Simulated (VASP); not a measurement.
# InTeF: structure and properties in VASP, part 5 of 7

What structure does InTeF take at this level, and what are its properties? The cell is invented: it takes the structure of a Materials Project entry for YSF (space group 129 there), with some of its atoms replaced by other elements, volume scaled by an estimate. It may not be a known or stable phase.

VASP 6.6.1; r2SCAN; plane waves and PAW (Te, In_d, F); invented cell.

So far. Step 6 (Bands along the symmetry lines (r2SCAN)): There is no gap at this level. Step 7 (Density of states (r2SCAN)): The finer mesh and the other smearing move the Fermi level by -0.10 eV from the 7×7×3 run, one measure of the sampling error in the zero of the bands above. Of the states within 0.3 eV of the Fermi level, the largest shares in the PAW spheres are Te p 41 % and In s 9 %. The rest lies in smaller channels or between the spheres.

## 8. Vibrations at Γ (r2SCAN)

Zone-centre modes test whether the atoms sit at a minimum within this cell. IBRION = 6 takes the force constants from differences of forces between displaced cells, so the forces must be tight.

INCAR reads:

```
SYSTEM = InTeF
PREC = Accurate
ENCUT = 520
EDIFF = 1E-08
NELM = 100
ISMEAR = 1
SIGMA = 0.2
LREAL = .FALSE.
ALGO = Normal
METAGGA = R2SCAN
LASPH = .TRUE.
NBANDS = 32
LORBIT = 11
LWAVE = .FALSE.
LCHARG = .FALSE.
KPAR = 2
IBRION = 6
NFREE = 2
POTIM = 0.015
ISIF = 2
NSW = 1
```

POSCAR reads:

```
InTeF
1.0
    3.7926613688      0.0000000000      0.0000000000
    0.0000000000      3.7926613688      0.0000000000
    0.0000000000      0.0000000000      9.0271307257
Te In F
2 2 2
Direct
    0.0000000000      0.5000000000      0.6779523072
    0.5000000000      0.0000000000      0.3220476928
    0.0000000000      0.5000000000      0.1676332449
    0.5000000000      0.0000000000      0.8323667551
    0.0000000000      0.0000000000      0.0000000000
    0.5000000000      0.5000000000      0.0000000000
```

KPOINTS reads:

```
Automatic mesh
0
Gamma
8 8 4
0 0 0
```

The projector-augmented-wave data sets are Te, In_d and F (PBE family, release 64).

Launch:

```bash
$ mpirun -np 2 vasp_std
```

What it wrote:

```text
[... set-up lines as in an earlier step ...]
 entering main loop
       N       E                     dE             d eps       ncg     rms          rms(c)
DAV:   1     0.450713490267E+03    0.45071E+03   -0.24259E+04  2880   0.188E+03
DAV:   2    -0.430765182679E+02   -0.49379E+03   -0.47609E+03  3056   0.484E+02
DAV:   3    -0.119453815017E+03   -0.76377E+02   -0.74783E+02  3792   0.192E+02
DAV:   4    -0.122540061517E+03   -0.30862E+01   -0.30784E+01  3408   0.399E+01
DAV:   5    -0.122664917467E+03   -0.12486E+00   -0.12484E+00  4272   0.791E+00    0.112E+01
DAV:   6    -0.109600774830E+03    0.13064E+02   -0.65777E+00  4232   0.406E+01    0.684E+00
DAV:   7    -0.109687592190E+03   -0.86817E-01   -0.15620E+00  3496   0.753E+00    0.356E+00
DAV:   8    -0.109719457128E+03   -0.31865E-01   -0.28244E-01  4280   0.501E+00    0.156E+00
DAV:   9    -0.109712445300E+03    0.70118E-02   -0.70697E-02  4072   0.199E+00    0.647E-01
DAV:  10    -0.109715400288E+03   -0.29550E-02   -0.15616E-02  3664   0.780E-01    0.324E-01
DAV:  11    -0.109715148896E+03    0.25139E-03   -0.49832E-03  4176   0.550E-01    0.119E-01
DAV:  12    -0.109715003033E+03    0.14586E-03   -0.65517E-04  4112   0.187E-01    0.551E-02
DAV:  13    -0.109714998902E+03    0.41313E-05   -0.26161E-04  3760   0.983E-02    0.242E-02
DAV:  14    -0.109714994194E+03    0.47082E-05   -0.15304E-05  3976   0.279E-02    0.925E-03
DAV:  15    -0.109714993255E+03    0.93857E-06   -0.35836E-06  3656   0.115E-02    0.462E-03
DAV:  16    -0.109714993181E+03    0.74770E-07   -0.74737E-07  4096   0.591E-03    0.247E-03
DAV:  17    -0.109714993074E+03    0.10619E-06   -0.78532E-08  3064   0.172E-03    0.272E-03
DAV:  18    -0.109714993018E+03    0.56193E-07   -0.21624E-08  2816   0.105E-03    0.595E-04
DAV:  19    -0.109714992969E+03    0.48773E-07   -0.11575E-08  2312   0.112E-03    0.445E-04
DAV:  20    -0.109714992984E+03   -0.14952E-07   -0.10662E-08  2032   0.600E-04    0.804E-05
DAV:  21    -0.109714992990E+03   -0.56934E-08   -0.10013E-09  1840   0.276E-04
   1 F= -.10971499E+03 E0= -.10971624E+03  d E =0.372984E-02
 Found     6 degrees of freedom:
 Finite differences POTIM= 0.01500 DOF=   6
 bond charge predicted
       N       E                     dE             d eps       ncg     rms          rms(c)
DAV:   1    -0.109714246747E+03    0.74624E-03   -0.10948E-01  6024   0.946E-01    0.114E-01
DAV:   2    -0.109714731680E+03   -0.48493E-03   -0.28077E-03  6800   0.230E-01    0.241E-02
DAV:   3    -0.109714736223E+03   -0.45427E-05   -0.55211E-05  7856   0.413E-02    0.127E-02
DAV:   4    -0.109714739173E+03   -0.29500E-05   -0.92819E-06  7656   0.174E-02    0.601E-03
DAV:   5    -0.109714740381E+03   -0.12074E-05   -0.18902E-06  7472   0.784E-03    0.484E-03
DAV:   6    -0.109714740485E+03   -0.10402E-06   -0.22547E-07  6984   0.275E-03    0.247E-03
DAV:   7    -0.109714740486E+03   -0.16898E-08   -0.17990E-08  5952   0.862E-04
   2 F= -.10971474E+03 E0= -.10971598E+03  d E =0.372913E-02
[... from here on, the cycles between the ionic steps are left out ...]
   3 F= -.10971474E+03 E0= -.10971598E+03  d E =0.372913E-02
   4 F= -.10971466E+03 E0= -.10971587E+03  d E =0.361407E-02
   5 F= -.10971430E+03 E0= -.10971558E+03  d E =0.386688E-02
   6 F= -.10971473E+03 E0= -.10971598E+03  d E =0.372896E-02
   7 F= -.10971473E+03 E0= -.10971598E+03  d E =0.372935E-02
   8 F= -.10971394E+03 E0= -.10971519E+03  d E =0.373150E-02
   9 F= -.10971442E+03 E0= -.10971567E+03  d E =0.374899E-02
  10 F= -.10971465E+03 E0= -.10971589E+03  d E =0.372951E-02
  11 F= -.10971465E+03 E0= -.10971589E+03  d E =0.372947E-02
  12 F= -.10971456E+03 E0= -.10971580E+03  d E =0.373581E-02
 Finite differences progress:
  Degree of freedom:   6/  6
  Displacement:        1/  2
  Total:              11/ 12
 bond charge predicted
       N       E                     dE             d eps       ncg     rms          rms(c)
DAV:   1    -0.109710139053E+03    0.44182E-02   -0.50645E+00  4896   0.109E+01    0.250E-01
DAV:   2    -0.109714555609E+03   -0.44166E-02   -0.68466E-02  5384   0.187E+00    0.980E-02
DAV:   3    -0.109714571994E+03   -0.16385E-04   -0.14797E-03  5624   0.290E-01    0.587E-02
DAV:   4    -0.109714541079E+03    0.30915E-04   -0.24479E-04  5648   0.135E-01    0.169E-02
DAV:   5    -0.109714555077E+03   -0.13998E-04   -0.86547E-05  5552   0.508E-02    0.171E-02
DAV:   6    -0.109714556187E+03   -0.11102E-05   -0.39975E-06  6120   0.126E-02    0.178E-02
DAV:   7    -0.109714556583E+03   -0.39589E-06   -0.27533E-07  6728   0.318E-03    0.153E-02
DAV:   8    -0.109714556956E+03   -0.37315E-06   -0.18223E-06  5816   0.147E-02    0.129E-02
DAV:   9    -0.109714557076E+03   -0.12007E-06   -0.35280E-07  5648   0.531E-03    0.613E-03
DAV:  10    -0.109714557136E+03   -0.59811E-07   -0.32239E-08  5448   0.145E-03    0.331E-03
DAV:  11    -0.109714557145E+03   -0.90176E-08   -0.31447E-09  3032   0.443E-04
  13 F= -.10971456E+03 E0= -.10971580E+03  d E =0.373582E-02
 Finite differences progress:
  Degree of freedom:   6/  6
  Displacement:        2/  2
  Total:              12/ 12
```

The job ended after 33 min (2 MPI ranks of Intel Xeon 6975P-C (Granite Rapids), shared host; peak memory 1.3 GiB; 64 min of CPU time).

From OUTCAR (step 8):

```text
   k-points           NKPTS =     45   k-points in BZ     NKDIM =     45   number of bands    NBANDS=     32

   NELECT =      52.0000    total number of electrons

 E-fermi :   5.8981

 k-point     1 :       0.0000    0.0000    0.0000
  band No.  band energies     occupation
    ...
     22       4.2867      2.00000
     23       5.4075      2.00285
     24       5.4079      2.00288
     25       5.5757      2.04504
     26       5.5780      2.04609
     27       6.5034     -0.00016
     28       7.6955     -0.00000
     29       9.4591     -0.00000
     30      10.9701      0.00000
     31      11.5037      0.00000
    ...

  Total       -0.1480282     -0.0927954      0.1651706      0.0000000      0.0000000      0.0000000
  in kB       -1.8264891     -1.1449835      2.0380057      0.0000000      0.0000000      0.0000000
  external PRESSURE =      -0.3111556 kB  Pullay stress =       0.0000000 kB

 POSITION                                       TOTAL-FORCE (eV/Angst)
 -----------------------------------------------------------------------------------
      0.00000      1.89633      6.11996         0.000000      0.000000     -0.010728
      1.89633      0.00000      2.90717         0.000000      0.000000     -0.033154
      0.00000      1.89633      1.51325         0.000000      0.000000     -0.024147
      1.89633      0.00000      7.51388         0.000000      0.000000      0.006994
      0.00000      0.00000     -0.01500         0.000000      0.000000      0.057696
      1.89633      1.89633      0.00000         0.000000      0.000000      0.003339
 -----------------------------------------------------------------------------------
    total drift:                               -0.000000      0.000000      0.000365

  FREE ENERGIE OF THE ION-ELECTRON SYSTEM (eV)
  ---------------------------------------------------
  free  energy   TOTEN  =      -109.7145571452 eV

  energy  without entropy=     -109.7182929641  energy(sigma->0) =     -109.71580242

 Eigenvectors and eigenvalues of the dynamical matrix
 ----------------------------------------------------

   1 f  =    8.502971 THz    53.425744 2PiTHz  283.628589 cm-1    35.165447 meV
             X         Y         Z           dx          dy          dz
      0.000000  1.896331  6.119964     0.034186    0.018693    0.000000
      1.896331  0.000000  2.907167    -0.034186   -0.018693   -0.000000
      0.000000  1.896331  1.513247    -0.013784   -0.007537    0.000000
      1.896331  0.000000  7.513884     0.013784    0.007537    0.000000
      0.000000  0.000000  0.000000     0.619317   -0.338646    0.000000
      1.896331  1.896331  0.000000    -0.619317    0.338646    0.000000

   2 f  =    8.502971 THz    53.425744 2PiTHz  283.628589 cm-1    35.165447 meV
             X         Y         Z           dx          dy          dz
      0.000000  1.896331  6.119964     0.018693   -0.034186   -0.000000
      1.896331  0.000000  2.907167    -0.018693    0.034186   -0.000000
      0.000000  1.896331  1.513247    -0.007537    0.013784    0.000000
      1.896331  0.000000  7.513884     0.007537   -0.013784    0.000000
      0.000000  0.000000  0.000000     0.338646    0.619317    0.000000
      1.896331  1.896331  0.000000    -0.338646   -0.619317    0.000000

   3 f  =    7.561074 THz    47.507628 2PiTHz  252.210276 cm-1    31.270075 meV
             X         Y         Z           dx          dy          dz
      0.000000  1.896331  6.119964    -0.000000    0.000000   -0.195611
      1.896331  0.000000  2.907167     0.000000   -0.000000   -0.195611
      0.000000  1.896331  1.513247     0.000000   -0.000000   -0.068943
      1.896331  0.000000  7.513884    -0.000000    0.000000   -0.068943
      0.000000  0.000000  0.000000    -0.000000   -0.000000    0.676005
      1.896331  1.896331  0.000000     0.000000    0.000000    0.676005

   4 f  =    6.838193 THz    42.965637 2PiTHz  228.097583 cm-1    28.280483 meV
             X         Y         Z           dx          dy          dz
[...]
1.896331  0.000000  7.513884    -0.042528   -0.518946   -0.000000
      0.000000  0.000000  0.000000    -0.001209    0.014757    0.000000
      1.896331  1.896331  0.000000     0.001209   -0.014757    0.000000

   8 f  =    2.958544 THz    18.589083 2PiTHz   98.686418 cm-1    12.235551 meV
             X         Y         Z           dx          dy          dz
      0.000000  1.896331  6.119964    -0.252851   -0.130081    0.000000
      1.896331  0.000000  2.907167    -0.252851   -0.130081    0.000000
      0.000000  1.896331  1.513247     0.426579    0.219456   -0.000000
      1.896331  0.000000  7.513884     0.426579    0.219456   -0.000000
      0.000000  0.000000  0.000000    -0.386598   -0.198888    0.000000
      1.896331  1.896331  0.000000    -0.386598   -0.198888    0.000000

   9 f  =    2.958544 THz    18.589083 2PiTHz   98.686418 cm-1    12.235551 meV
             X         Y         Z           dx          dy          dz
      0.000000  1.896331  6.119964     0.130081   -0.252851    0.000000
      1.896331  0.000000  2.907167     0.130081   -0.252851   -0.000000
      0.000000  1.896331  1.513247    -0.219456    0.426579   -0.000000
      1.896331  0.000000  7.513884    -0.219456    0.426579    0.000000
      0.000000  0.000000  0.000000     0.198888   -0.386598   -0.000000
      1.896331  1.896331  0.000000     0.198888   -0.386598   -0.000000

  10 f  =    2.903556 THz    18.243581 2PiTHz   96.852206 cm-1    12.008138 meV
             X         Y         Z           dx          dy          dz
      0.000000  1.896331  6.119964     0.000000    0.000000    0.462347
      1.896331  0.000000  2.907167     0.000000    0.000000    0.462347
      0.000000  1.896331  1.513247    -0.000000   -0.000000   -0.529019
      1.896331  0.000000  7.513884    -0.000000   -0.000000   -0.529019
      0.000000  0.000000  0.000000     0.000000    0.000000    0.079834
      1.896331  1.896331  0.000000     0.000000    0.000000    0.079834

  11 f  =    2.767064 THz    17.385974 2PiTHz   92.299312 cm-1    11.443651 meV
             X         Y         Z           dx          dy          dz
      0.000000  1.896331  6.119964     0.000000   -0.000000   -0.672727
      1.896331  0.000000  2.907167    -0.000000   -0.000000    0.672727
      0.000000  1.896331  1.513247    -0.000000    0.000000    0.217804
      1.896331  0.000000  7.513884    -0.000000    0.000000   -0.217804
      0.000000  0.000000  0.000000     0.000000   -0.000000    0.000000
      1.896331  1.896331  0.000000     0.000000   -0.000000    0.000000

  12 f  =    2.557189 THz    16.067293 2PiTHz   85.298646 cm-1    10.575680 meV
             X         Y         Z           dx          dy          dz
      0.000000  1.896331  6.119964    -0.169500    0.384349    0.000000
      1.896331  0.000000  2.907167    -0.169500    0.384349   -0.000000
      0.000000  1.896331  1.513247     0.090634   -0.205518   -0.000000
      1.896331  0.000000  7.513884     0.090634   -0.205518    0.000000
      0.000000  0.000000  0.000000     0.210867   -0.478151    0.000000
      1.896331  1.896331  0.000000     0.210867   -0.478151    0.000000

  13 f  =    2.557189 THz    16.067293 2PiTHz   85.298646 cm-1    10.575680 meV
             X         Y         Z           dx          dy          dz
      0.000000  1.896331  6.119964    -0.384349   -0.169500    0.000000
      1.896331  0.000000  2.907167    -0.384349   -0.169500   -0.000000
      0.000000  1.896331  1.513247     0.205518    0.090634   -0.000000
      1.896331  0.000000  7.513884     0.205518    0.090634   -0.000000
      0.000000  0.000000  0.000000     0.478151    0.210867   -0.000000
      1.896331  1.896331  0.000000     0.478151    0.210867    0.000000
    [... 42 further lines ...]
      1.896331  0.000000  7.513884     0.000000    0.000000    0.464096
      0.000000  0.000000  0.000000     0.000000    0.000000    0.191425
      1.896331  1.896331  0.000000     0.000000    0.000000    0.191425

 ELASTIC MODULI CONTR FROM IONIC RELAXATION (kBar)
 Direction    XX          YY          ZZ          XY          YZ          ZX
 --------------------------------------------------------------------------------
 XX        -132.5066    -86.3470   -267.2241      0.0000      0.0000     -0.0000
 YY         -86.3470   -132.5066   -267.2241      0.0000      0.0000     -0.0000
 ZZ        -267.2241   -267.2241   -730.9119      0.0000      0.0000     -0.0000
 XY           0.0000      0.0000      0.0000      0.0000      0.0000      0.0000
 YZ           0.0000      0.0000      0.0000      0.0000    -73.7715     -0.0000
 ZX          -0.0000     -0.0000     -0.0000      0.0000     -0.0000    -73.7777
 --------------------------------------------------------------------------------

[... 7 parts as in an earlier step ...]

[... 9 further parts left out ...]
```

CONTCAR:

```
InTeF
   1.00000000000000
     3.7926613688000002    0.0000000000000000    0.0000000000000000
     0.0000000000000000    3.7926613688000002    0.0000000000000000
     0.0000000000000000    0.0000000000000000    9.0271307256999993
  Te              In              F
     2     2     2
Direct
     0.0000000000000000    0.5000000000000000    0.6779523072000018
     0.5000000000000000    0.0000000000000000    0.3220476927999982
     0.0000000000000000    0.5000000000000000    0.1676332449000029
     0.5000000000000000    0.0000000000000000    0.8323667550999971
     0.0000000000000000    0.0000000000000000   -0.0016616575582865
     0.5000000000000000    0.5000000000000000    0.0000000000000000
```

The last energy, forces, stress and levels in OUTCAR belong to the last displaced cell, not to the cell of POSCAR.

Numbers from this step:

```
bands                     : 32
irreducible k-points      : 45
pressure of the cell      : -0.03273 GPa
largest force of the cell : 0.01637 eV/Å
```

Modes at Γ, with each element's share of the kinetic energy:

```
mode  frequency (cm⁻¹)  symmetry  Te %  In %  F %
   1              -0.8  acoustic    50    43    7
   2              -0.5  acoustic    49    44    8
   3              -0.5  acoustic    49    44    8
   4              33.5        Eg    54    46    0
   5              33.5        Eg    54    46    0
   6              85.3        Eu    35    10   55
   7              85.3        Eu    35    10   55
   8              92.3       A1g    91     9    0
   9              96.9       A2u    43    56    1
  10              98.7        Eu    16    46   38
  11              98.7        Eu    16    46   38
  12             100.4        Eg    46    54    0
  13             100.4        Eg    46    54    0
  14             173.3       A1g     9    91    0
  15             228.1        Bg     0     0  100
  16             252.2       A2u     8     1   91
  17             283.6        Eg     0     0  100
  18             283.6        Eg     0     0  100
```

Displacements in mode 5 (33.5 cm⁻¹), the largest set to 1:
```
Te1  0.21  1.00  0.00
Te2 -0.21 -1.00  0.00
In3 -0.21 -0.97  0.00
In4  0.21  0.97  0.00
F5  -0.04  0.20  0.00
F6   0.04 -0.20  0.00
```

Displacements in mode 9 (96.9 cm⁻¹), the largest set to 1:
```
Te1  0.00  0.00  0.83
Te2  0.00  0.00  0.83
In3  0.00  0.00 -1.00
In4  0.00  0.00 -1.00
F5   0.00  0.00  0.37
F6   0.00  0.00  0.37
```

The three acoustic modes lie within 0.8 cm⁻¹ of zero, and all others are real. By the characters of their eigenvectors the optical modes sort into (cm⁻¹) Raman active: Eg 34, A1g 92, Eg 100, A1g 173, Bg 228, Eg 284; infrared active: Eu 85, A2u 97, Eu 99, A2u 252. B labels carry no number here, since it depends on the setting of the axes. With a centre of inversion no mode is active in both.

(Continued in part 6 of 7.)

[Lines on the potential files, build, host, timing and source positions are cut from VASP's logs without a mark.]

[Logs are printed without paths, hosts, clocks, repeated set-up lines and the standing remarks that a program may print on its own settings, such as how far it seeks lower states.]

[Hosts, paths, dates, database ids (printed as entryN), source tags and the programs' standing remarks are cut or masked in the printed files.]

[A measured line is paired with the nearest computed mode of its activity, which favours agreement.]
